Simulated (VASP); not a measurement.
A convergence study with VASP on SiC (zinc blende): one setting is varied, all else stays as given below, so the limit is that of these other settings. Each run relaxes cell and ions from the cell shown. The basis is that of the starting cell, so low cut-offs carry a Pulay error.

```yaml
crystal:
  lattice:
    - [0.00000, 2.18000, 2.18000]
    - [2.18000, 0.00000, 2.18000]
    - [2.18000, 2.18000, 0.00000]
  atoms:
    - { symbol: Si, position: [0.00000, 0.00000, 0.00000] }
    - { symbol: C, position: [0.25000, 0.25000, 0.25000] }
```

The numbers are results of PBEsol GGA, VASP's PBE PAW potentials (set 64) (plane waves; VASP 6.6.1), not measurements. The tightest run used: 800 eV cut-off, 9×9×9 Γ-centred mesh, Gaussian smearing of 0.050 eV, potentials Si C.

Gaps are read on the run's mesh, which can miss a band edge.

The settings run are ENCUT = 250; ENCUT = 300; ENCUT = 350; ENCUT = 400; ENCUT = 450; ENCUT = 500; ENCUT = 550; ENCUT = 600; ENCUT = 650; ENCUT = 700; ENCUT = 750; ENCUT = 800. From which on does the relaxed volume stay within 0.02 Å³/atom of the tightest run?…

From ENCUT = 450 on: it is off by 0.005 there and by no more than 0.02 in any finer run, while ENCUT = 400 is off by 0.048.
```csv
setting,relaxed volume (Å³/atom),E (eV/atom),gap on the mesh (eV),plane waves,difference judged (Å³/atom)
ENCUT = 250,9.734,-7.9827,1.251,194,0.614
ENCUT = 300,10.018,-7.9656,1.349,262,0.331
ENCUT = 350,10.204,-7.9615,1.377,331,0.145
ENCUT = 400,10.300,-7.9596,1.370,385,0.048
ENCUT = 450,10.344,-7.9584,1.379,459,0.005
ENCUT = 500,10.354,-7.9575,1.380,534,0.006
ENCUT = 550,10.352,-7.9574,1.380,620,0.003
ENCUT = 600,10.348,-7.9579,1.380,702,0.001
ENCUT = 650,10.345,-7.9586,1.380,797,0.003
ENCUT = 700,10.345,-7.9593,1.381,893,0.003
ENCUT = 750,10.347,-7.9598,1.381,981,0.002
ENCUT = 800,10.348,-7.9601,1.381,1075,0.000
```

Left out are rungs that failed or repeat a setting and relaxations that didn't move; long series are thinned to 24 rows.

The compound is SiC in the zinc blende structure.
